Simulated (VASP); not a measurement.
A convergence study with VASP on FePt (L1_0): one setting is varied, all else stays as given below, so the limit is that of these other settings.

```
CELL_PARAMETERS angstrom
      2.72000     0.00000     0.00000
      0.00000     2.72000     0.00000
      0.00000     0.00000     3.71000
ATOMIC_POSITIONS crystal
  Fe 0.00000 0.00000 0.00000
  Pt 0.50000 0.50000 0.50000
```
Starting moments (μB, in the order of the record's atoms Fe Pt): 3.0 0.0.

Computed with PBE GGA, VASP's PBE PAW potentials (set 64) (plane waves; VASP). The tightest run used: 550 eV cut-off, 19×19×14 Monkhorst-Pack mesh, first-order Methfessel-Paxton smearing of 0.10 eV, potentials Fe Pt.

The reference is 19×19×14 mesh, which took about 2 core-minutes. Costs are core time on shared hosts, one run each; read them as rough ratios.

Task: Of the settings 1×1×1 mesh; 2×2×1 mesh; 3×3×2 mesh; 4×4×3 mesh; 5×5×4 mesh; 6×6×4 mesh; 7×7×5 mesh; 8×8×6 mesh; 9×9×7 mesh; 10×10×7 mesh; 11×11×8 mesh; 12×12×9 mesh; 13×13×10 mesh; 14×14×10 mesh; 15×15×11 mesh; 16×16×12 mesh; 17×17×12 mesh; 18×18×13 mesh; 19×19×14 mesh, which is the lowest that keeps the difference from the reference in E (eV/atom) within 0.002 from there on, and what does it cost?

Result: 13×13×10 mesh; its cost over the reference is about 1/2.
| setting | difference in E (eV/atom) | cost over the reference |
|---|---|---|
| 1×1×1 mesh | 2.3056 | about 1/8 |
| 2×2×1 mesh | 0.9630 | about 1/9 |
| 3×3×2 mesh | 0.0114 | about 1/8 |
| 4×4×3 mesh | 0.0530 | about 1/8 |
| 5×5×4 mesh | 0.0247 | about 1/6 |
| 6×6×4 mesh | 0.0158 | about 1/6 |
| 7×7×5 mesh | 0.0103 | about 1/5 |
| 8×8×6 mesh | 0.0076 | about 1/4 |
| 9×9×7 mesh | 0.0002 | about 1/3 |
| 10×10×7 mesh | 0.0001 | about 1/3 |
| 11×11×8 mesh | 0.0004 | about 1/3 |
| 12×12×9 mesh | 0.0031 | about 1/3 |
| 13×13×10 mesh | 0.0010 | about 1/2 |
| 14×14×10 mesh | 0.0010 | about 1/3 |
| 15×15×11 mesh | 0.0011 | within a factor of 2 |
| 16×16×12 mesh | 0.0006 | within a factor of 2 |
| 17×17×12 mesh | 0.0000 | within a factor of 2 |
| 18×18×13 mesh | 0.0007 | within a factor of 2 |
| 19×19×14 mesh | 0.0000 | reference |

Left out are rungs that failed or repeat a setting and relaxations that didn't move; long series are thinned to 24 rows.

The compound is FePt in the L1_0 structure. The cell was not relaxed at this level. The spin order is the one that the start imposed; others were not tried in this run.
